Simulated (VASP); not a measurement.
# Which native defect does Sb2Pt (Geversite) form most easily?, part 2 of 6

Which native defect is cheapest in Sb2Pt (Geversite), and how does that change with the growth condition? The start is a cell from a database of measured crystal structures.

VASP 6.6.1, plane waves and PAW; the level of theory is named at each step.

Still holding for the runs below: The k-mesh is coarse for a metal.

So far. Step 2 (The host at zero pressure): The run ended after 4 ionic steps, 0.010 eV below its first step, once forces and stress met EDIFFG = -0.03.

## 3. The perfect supercell

Level of this step: PBEsol; plane waves and PAW (Pt, Sb) (VASP).

System of this step: Sb2Pt (Geversite). The cell holds 48 atoms: 16 Pt and 32 Sb. Cell: a = 11.189 Å, b = 11.189 Å, c = 11.189 Å, α = 109.5°, β = 109.5°, γ = 109.5°. It derives from Sb2Pt (Geversite).

The same cell, mesh and cutoff without the defect give the energy to subtract and, in a gapped host, the band edges to count from, so that most errors cancel.

The input, INCAR:

```
SYSTEM = Sb2Pt
PREC = Normal
ENCUT = 300
EDIFF = 1E-05
NELM = 120
ISMEAR = 1
SIGMA = 0.2
LREAL = Auto
ALGO = Fast
GGA = PS
NBANDS = 200
LASPH = .TRUE.
LORBIT = 11
LWAVE = .FALSE.
LCHARG = .FALSE.
KPAR = 4
NCORE = 2
```

The input, POSCAR:

```
Sb2Pt
1.0
   -6.4602121530      6.4602121530      6.4602121530
    6.4602121530     -6.4602121530      6.4602121530
    6.4602121530      6.4602121530     -6.4602121530
Pt Sb
16 32
Direct
    0.5000000000      0.2500000000      0.2500000000
    0.0000000000      0.7500000000      0.2500000000
    0.0000000000      0.2500000000      0.7500000000
    0.5000000000      0.7500000000      0.7500000000
    0.2500000000      0.2500000000      0.5000000000
    0.7500000000      0.7500000000      0.5000000000
    0.7500000000      0.2500000000      0.0000000000
    0.2500000000      0.7500000000      0.0000000000
    0.2500000000      0.5000000000      0.2500000000
    0.7500000000      0.0000000000      0.2500000000
    0.7500000000      0.5000000000      0.7500000000
    0.2500000000      0.0000000000      0.7500000000
    0.0000000000      0.0000000000      0.0000000000
    0.5000000000      0.5000000000      0.0000000000
    0.5000000000      0.0000000000      0.5000000000
    0.0000000000      0.5000000000      0.5000000000
    0.5000000000      0.6248077904      0.2500000000
    0.0000000000      0.1248077904      0.2500000000
    0.0000000000      0.6248077904      0.7500000000
    0.5000000000      0.1248077904      0.7500000000
    0.6248077904      0.2500000000      0.5000000000
    0.1248077904      0.7500000000      0.5000000000
    0.1248077904      0.2500000000      0.0000000000
    0.6248077904      0.7500000000      0.0000000000
    0.2500000000      0.5000000000      0.6248077904
    0.7500000000      0.0000000000      0.6248077904
    0.7500000000      0.5000000000      0.1248077904
    0.2500000000      0.0000000000      0.1248077904
    0.6251922096      0.6251922096      0.6251922096
    0.1251922096      0.1251922096      0.6251922096
    0.1251922096      0.6251922096      0.1251922096
    0.6251922096      0.1251922096      0.1251922096
    0.5000000000      0.3751922096      0.7500000000
    0.0000000000      0.8751922096      0.7500000000
    0.0000000000      0.3751922096      0.2500000000
    0.5000000000      0.8751922096      0.2500000000
    0.3751922096      0.7500000000      0.5000000000
    0.8751922096      0.2500000000      0.5000000000
    0.8751922096      0.7500000000      0.0000000000
    0.3751922096      0.2500000000      0.0000000000
    0.7500000000      0.5000000000      0.3751922096
    0.2500000000      0.0000000000      0.3751922096
    0.2500000000      0.5000000000      0.8751922096
    0.7500000000      0.0000000000      0.8751922096
    0.3748077904      0.3748077904      0.3748077904
    0.8748077904      0.8748077904      0.3748077904
    0.8748077904      0.3748077904      0.8748077904
    0.3748077904      0.8748077904      0.8748077904
```

The input, KPOINTS:

```
Automatic mesh
0
Gamma
3 3 3
0 0 0
```

Potentials, in the order of the species: Pt and Sb (PBE family, release 64).

The run is started by

```
> mpirun -np 8 vasp_std
```

Log:

```text
[banner, memory and clock lines left out]
running    8 mpi-ranks, on    1 nodes
 distrk:  each k-point on    2 cores,    4 groups
 distr:  one band on    2 cores,    1 groups

 POSCAR found type information on POSCAR PtSb
 POSCAR found :  2 types and      48 ions
 [... a notice as in an earlier step ...]

 LDA part: xc-table for (Slater+PW92), standard interpolation
 POSCAR, INCAR and KPOINTS ok, starting setup
 FFT: planning ... GRIDC
 FFT: planning ... GRID_SOFT
 FFT: planning ... GRID
 WAVECAR not read
 entering main loop
       N       E                     dE             d eps       ncg     rms          rms(c)
DAV:   1     0.140217588688E+04    0.14022E+04   -0.89271E+04  1608   0.873E+02
DAV:   2    -0.176933730297E+03   -0.15791E+04   -0.15006E+04  1824   0.206E+02
DAV:   3    -0.288265128202E+03   -0.11133E+03   -0.10813E+03  1888   0.564E+01
DAV:   4    -0.291205298814E+03   -0.29402E+01   -0.29059E+01  1888   0.923E+00
DAV:   5    -0.291310982727E+03   -0.10568E+00   -0.10541E+00  1984   0.165E+00    0.355E+01
RMM:   6    -0.283957305514E+03    0.73537E+01   -0.46183E+01  1600   0.125E+01    0.146E+01
RMM:   7    -0.282102571601E+03    0.18547E+01   -0.50858E+00  1641   0.424E+00    0.850E+00
RMM:   8    -0.281706862149E+03    0.39571E+00   -0.10730E+00  1728   0.186E+00    0.143E+00
RMM:   9    -0.281694087665E+03    0.12774E-01   -0.33054E-01  1818   0.102E+00    0.656E-01
RMM:  10    -0.281700563028E+03   -0.64754E-02   -0.77653E-02  1782   0.567E-01    0.364E-01
RMM:  11    -0.281699355651E+03    0.12074E-02   -0.39733E-02  1803   0.343E-01    0.155E-01
RMM:  12    -0.281699605207E+03   -0.24956E-03   -0.10539E-02  1799   0.192E-01    0.114E-01
RMM:  13    -0.281699595616E+03    0.95917E-05   -0.43361E-03  1951   0.991E-02    0.300E-02
RMM:  14    -0.281699649605E+03   -0.53989E-04   -0.86762E-04  2124   0.448E-02    0.843E-03
RMM:  15    -0.281699656030E+03   -0.64252E-05   -0.79889E-05  1636   0.142E-02
   1 F= -.28169966E+03 E0= -.28170250E+03  d E =0.854174E-02
```

It took 38 s on 8 MPI ranks of AMD EPYC 9R45, shared host; peak memory 2.5 GiB.

OUTCAR, selected parts (step 3):

```text
  LATTYP: Found a body centered cubic cell.
 ALAT       =    12.9204243060

 Found      4 irreducible k-points:

   k-points           NKPTS =      4   k-points in BZ     NKDIM =      4   number of bands    NBANDS=    200

   dimension x,y,z NGX =    48 NGY =   48 NGZ =   48
   dimension x,y,z NGXF=    96 NGYF=   96 NGZF=   96

   ENCUT  =  300.0 eV  22.05 Ry    4.70 a.u.  15.80 15.80 15.80*2*pi/ulx,y,z

   NELECT =     320.0000    total number of electrons

 E-fermi :   9.1333

 k-point     1 :       0.0000    0.0000    0.0000
  band No.  band energies     occupation
    ...
    159       8.5301      2.00017
    160       8.5301      2.00017
    161       9.0581      1.58901
    162       9.0581      1.58900
    163       9.0581      1.58898
    164       9.9420     -0.00000
    165      10.7918     -0.00000
    166      10.7918     -0.00000
    167      10.7918     -0.00000
    168      10.7918     -0.00000
    ...

 k-point     2 :       0.3333    0.0000    0.0000
  band No.  band energies     occupation
    ...
    156       8.4271      2.00001
    157       8.4271      2.00001
    158       8.6490      2.00326
    159       8.7977      2.03905
    160       9.0790      1.44126
    161       9.2414      0.21699
    162       9.4739     -0.03685
    163       9.4815     -0.03359
    164       9.8808     -0.00000
    165       9.9349     -0.00000
    ...

  Total       -6.4020625     -6.4020625     -6.4020625     -0.0000000     -0.0000000     -0.0000000
  in kB       -9.5110870     -9.5110870     -9.5110870     -0.0000000     -0.0000000     -0.0000000
  external PRESSURE =      -9.5110870 kB  Pullay stress =       0.0000000 kB

  energy-cutoff  :      300.00
  volume of cell :     1078.45
      direct lattice vectors                 reciprocal lattice vectors
    -6.460212153  6.460212153  6.460212153     0.000000000  0.077396839  0.077396839
     6.460212153 -6.460212153  6.460212153     0.077396839  0.000000000  0.077396839
     6.460212153  6.460212153 -6.460212153     0.077396839  0.077396839  0.000000000

 POSITION                                       TOTAL-FORCE (eV/Angst)
 -----------------------------------------------------------------------------------
      0.00000      3.23011      3.23011        -0.000000      0.000000     -0.000000
      6.46021     -3.23011      3.23011        -0.000000      0.000000     -0.000000
      6.46021      3.23011     -3.23011        -0.000000      0.000000     -0.000000
      6.46021      3.23011      3.23011        -0.000000      0.000000     -0.000000
      3.23011      3.23011      0.00000        -0.000000      0.000000     -0.000000
      3.23011      3.23011      6.46021        -0.000000      0.000000     -0.000000
     -3.23011      3.23011      6.46021        -0.000000      0.000000     -0.000000
      3.23011     -3.23011      6.46021        -0.000000      0.000000     -0.000000
      3.23011      0.00000      3.23011        -0.000000      0.000000     -0.000000
     -3.23011      6.46021      3.23011        -0.000000      0.000000     -0.000000
      3.23011      6.46021      3.23011        -0.000000      0.000000     -0.000000
      3.23011      6.46021     -3.23011        -0.000000      0.000000     -0.000000
      0.00000      0.00000      0.00000        -0.000000      0.000000     -0.000000
      0.00000      0.00000      6.46021        -0.000000      0.000000     -0.000000
      0.00000      6.46021      0.00000        -0.000000      0.000000     -0.000000
      6.46021      0.00000      0.00000        -0.000000      0.000000     -0.000000
      2.42134      0.80877      5.65144        -0.036950      0.036950     -0.036950
      2.42134      0.80877     -0.80877        -0.036950      0.036950     -0.036950
      8.88155      0.80877     -0.80877        -0.036950      0.036950     -0.036950
      2.42134      7.26898     -0.80877        -0.036950      0.036950     -0.036950
      0.80877      5.65144      2.42134         0.036950     -0.036950     -0.036950
      7.26898     -0.80877      2.42134         0.036950     -0.036950     -0.036950
      0.80877     -0.80877      2.42134         0.036950     -0.036950     -0.036950
      0.80877     -0.80877      8.88155         0.036950     -0.036950     -0.036950
      5.65144      2.42134      0.80877        -0.036950     -0.036950      0.036950
     -0.80877      8.88155      0.80877        -0.036950     -0.036950      0.036950
     -0.80877      2.42134      7.26898        -0.036950     -0.036950      0.036950
     -0.80877      2.42134      0.80877        -0.036950     -0.036950      0.036950
      4.03887      4.03887      4.03887         0.036950      0.036950      0.036950
      4.03887      4.03887     -2.42134         0.036950      0.036950      0.036950
      4.03887     -2.42134      4.03887         0.036950      0.036950      0.036950
     -2.42134      4.03887      4.03887         0.036950      0.036950      0.036950
      4.03887      5.65144      0.80877         0.036950     -0.036950      0.036950
     10.49909     -0.80877      0.80877         0.036950     -0.036950      0.036950
      4.03887     -0.80877      0.80877         0.036950     -0.036950      0.036950
      4.03887     -0.80877      7.26898         0.036950     -0.036950      0.036950
      5.65144      0.80877      4.03887        -0.036950      0.036950      0.036950
     -0.80877      7.26898      4.03887        -0.036950      0.036950      0.036950
[...]
-----------------------------------------------------------------------------------
    total drift:                               -0.000000     -0.000000      0.000000

  FREE ENERGIE OF THE ION-ELECTRON SYSTEM (eV)
  ---------------------------------------------------
  free  energy   TOTEN  =      -281.6996560303 eV

  energy  without entropy=     -281.7081977684  energy(sigma->0) =     -281.70250328

 total charge
# of ion       s       p       d       tot
------------------------------------------
    1        0.689   0.689   8.069   9.447
    2        0.689   0.689   8.069   9.447
    3        0.689   0.689   8.069   9.447
    4        0.689   0.689   8.069   9.447
    5        0.689   0.689   8.069   9.447
    6        0.689   0.689   8.069   9.447
    7        0.689   0.689   8.069   9.447
    8        0.689   0.689   8.069   9.447
    9        0.689   0.689   8.069   9.447
   10        0.689   0.689   8.069   9.447
   11        0.689   0.689   8.069   9.447
   12        0.689   0.689   8.069   9.447
   13        0.689   0.689   8.069   9.447
   14        0.689   0.689   8.069   9.447
   15        0.689   0.689   8.069   9.447
   16        0.689   0.689   8.069   9.447
   17        1.148   1.214   0.062   2.425
   18        1.148   1.214   0.062   2.425
   19        1.148   1.214   0.062   2.425
   20        1.148   1.214   0.062   2.425
   21        1.148   1.214   0.062   2.425
   22        1.148   1.214   0.062   2.425
   23        1.148   1.214   0.062   2.425
   24        1.148   1.214   0.062   2.425
   25        1.148   1.214   0.062   2.425
   26        1.148   1.214   0.062   2.425
   27        1.148   1.214   0.062   2.425
   28        1.148   1.214   0.062   2.425
   29        1.148   1.214   0.062   2.425
   30        1.148   1.214   0.062   2.425
   31        1.148   1.214   0.062   2.425
   32        1.148   1.214   0.062   2.425
   33        1.148   1.214   0.062   2.425
   34        1.148   1.214   0.062   2.425
   35        1.148   1.214   0.062   2.425
   36        1.148   1.214   0.062   2.425
   37        1.148   1.214   0.062   2.425
[...]
--------------------------------------------------
tot         47.757  49.884 131.099 228.740

[... 2 parts as in an earlier step ...]

[... 5 further parts left out ...]
```

Numbers from this step:

- electronic cycles: 15
- electrons: 320
- free energy (TOTEN): -281.6997 eV
- energy at zero smearing: -281.7025 eV
- Fermi energy: 9.133 eV

The host is treated as a metal, as its relaxation found a gap under 0.3 eV or none, and only the neutral defect is run.

(Continued in part 3 of 6.)

[Lines on the potential files, build, host, timing and source positions are cut from VASP's logs without a mark.]

[Logs are printed without paths, hosts, clocks, repeated set-up lines and the standing remarks that a program may print on its own settings, such as how far it seeks lower states.]

[Hosts, paths, dates, database ids (printed as entryN), source tags and the programs' standing remarks are cut or masked in the printed files.]

[In band tables of VASP the shares of atoms and orbitals are scaled to a sum of 1 inside the atoms' spheres.]

[Runs that stopped without an error message from VASP are left out.]
